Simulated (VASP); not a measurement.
Output of a VASP run:

### OSZICAR
```
       N       E                     dE             d eps       ncg     rms          rms(c)
DAV:   1     0.225346042783E+03    0.22535E+03   -0.10594E+04 12504   0.116E+03
DAV:   2    -0.664446206655E+01   -0.23199E+03   -0.22602E+03 13652   0.410E+02
DAV:   3    -0.216430480815E+02   -0.14999E+02   -0.14551E+02 20258   0.891E+01
DAV:   4    -0.222108814594E+02   -0.56783E+00   -0.56536E+00 16046   0.145E+01
DAV:   5    -0.222291645089E+02   -0.18283E-01   -0.18273E-01 17206   0.223E+00    0.221E+01
DAV:   6    -0.215564889458E+02    0.67268E+00   -0.15192E+00 14120   0.109E+01    0.884E+00
DAV:   7    -0.214388182219E+02    0.11767E+00   -0.94234E-01 17220   0.636E+00    0.273E+00
DAV:   8    -0.213830853792E+02    0.55733E-01   -0.26022E-01 14432   0.322E+00    0.803E-01
DAV:   9    -0.213827487080E+02    0.33667E-03   -0.10748E-02 15868   0.901E-01    0.362E-01
DAV:  10    -0.213827488724E+02   -0.16434E-06   -0.12991E-03 16768   0.298E-01    0.138E-01
DAV:  11    -0.213826968063E+02    0.52066E-04   -0.81636E-05 14856   0.759E-02    0.496E-02
DAV:  12    -0.213826906430E+02    0.61633E-05   -0.15532E-05 17536   0.406E-02    0.101E-02
DAV:  13    -0.213826888033E+02    0.18397E-05   -0.10272E-06  9288   0.947E-03    0.435E-03
DAV:  14    -0.213826884699E+02    0.33340E-06   -0.16021E-07  6842   0.366E-03
   1 F= -.21382688E+02 E0= -.21374485E+02  d E =-.164077E-01  mag=     0.0000     0.0000    -0.0000
```

**OUTCAR**
```
------------------------ aborting loop because EDIFF is reached ----------------------------------------
  FORCE on cell =-STRESS in cart. coord.  units (eV):
  Direction    XX          YY          ZZ          XY          YZ          ZX
  --------------------------------------------------------------------------------------
  Total        2.9019958      2.6711481      0.6128196      0.0687011     -0.0088736     -0.0013481
  in kB      126.3539907    116.3027951     26.6823973      2.9912719     -0.3863588     -0.0586985
  external PRESSURE =      89.7797277 kB  Pullay stress =       0.0000000 kB
  volume of cell :       36.80
      direct lattice vectors                 reciprocal lattice vectors
     3.039276000  0.000000000  0.000000000     0.329025728  0.000000000  0.000000000
     0.000000000  3.039276000  0.000000000     0.000000000  0.329025728  0.000000000
     0.000000000  0.000000000  3.983622000     0.000000000  0.000000000  0.251027833
 POSITION                                       TOTAL-FORCE (eV/Angst)
 -----------------------------------------------------------------------------------
      1.49888      1.44661      1.95548         0.255770      0.784217      0.816059
      0.02076      0.07303      0.03633        -0.255770     -0.784217     -0.816059
 -----------------------------------------------------------------------------------
    total drift:                                0.000181      0.000010      0.000212
  FREE ENERGIE OF THE ION-ELECTRON SYSTEM (eV)
  ---------------------------------------------------
  free  energy   TOTEN  =       -21.3826884699 eV

  energy  without entropy=      -21.3662807276  energy(sigma->0) =      -21.37448460

 total charge

# of ion       s       p       d       tot
------------------------------------------
    1        2.238   5.996   1.774  10.009
    2        2.427   6.215   3.370  12.011
--------------------------------------------------
tot          4.664  12.211   5.145  22.020

 magnetization (x)

# of ion       s       p       d       tot
------------------------------------------
    1       -0.000   0.000   0.000  -0.000
    2        0.000   0.000   0.000   0.000
--------------------------------------------------
tot         -0.000   0.000   0.000   0.000

 magnetization (y)

# of ion       s       p       d       tot
------------------------------------------
    1        0.000  -0.000  -0.000  -0.000
    2        0.000  -0.000  -0.000  -0.000
--------------------------------------------------
tot          0.000  -0.000  -0.000  -0.000

 magnetization (z)

# of ion       s       p       d       tot
------------------------------------------
    1        0.000  -0.000  -0.000   0.000
    2       -0.000   0.000  -0.000  -0.000
--------------------------------------------------
tot          0.000  -0.000  -0.000  -0.000

 Ion:    1  E_soc:     -0.1434101

 Ion:    2  E_soc:     -1.6921370
```
(Selected blocks of OUTCAR.)

File POSCAR:
```
ZrW
1
    3.0392760000     0.0000000000     0.0000000000
    0.0000000000     3.0392760000     0.0000000000
    0.0000000000     0.0000000000     3.9836220000
Zr W
1 1
Direct
  0.4931700000   0.4759710000   0.4908790000
  0.0068300000   0.0240290000   0.0091210000
```

Question: Write an INCAR and KPOINTS that could have produced this output.

Answer: One answer among several that fit: the input of the run itself, PBE GGA with spin-orbit coupling, plane waves, VASP's PBE PAW potentials (set 64).

File KPOINTS:
```
Automatic
0
gamma
 6 6 5
```

### INCAR
```
SYSTEM = ZrW
PREC = Accurate
ENCUT = 300
EDIFF = 1E-6
NELM = 100
ALGO = Normal
LREAL = .FALSE.
LASPH = .TRUE.
ISMEAR = 0
SIGMA = 0.1
GGA = PE
LMAXMIX = 6
LWAVE = .FALSE.
LCHARG = .FALSE.
ISIF = 2
LSORBIT = .TRUE.
LNONCOLLINEAR = .TRUE.
MAGMOM = 0.0 0.0 0.0 0.0 0.0 0.0
GGA_COMPAT = .FALSE.
LORBIT = 11
```

POTCAR, in this order: Zr_sv W_sv (PBE.64 set). Program: vasp_ncl.

At this cut-off the stress carries a Pulay error, which pulls relaxed volumes low.

The structure was generated: ZrW was put into an ordered model structure, which need not be its known phase. The cell was not relaxed at this level, atoms are displaced from their ideal sites. The k-mesh is coarse (spacing up to 0.34 per Å, 2π included), so the numbers may not be converged in it. The run is one of a series of settings (GGA_COMPAT = .FALSE., LNONCOLLINEAR = .TRUE., LSORBIT = .TRUE., MAGMOM = 0.0 0.0 0.0 0.0 0.0 0.0, program vasp_ncl against the base run), some of them coarse on purpose.
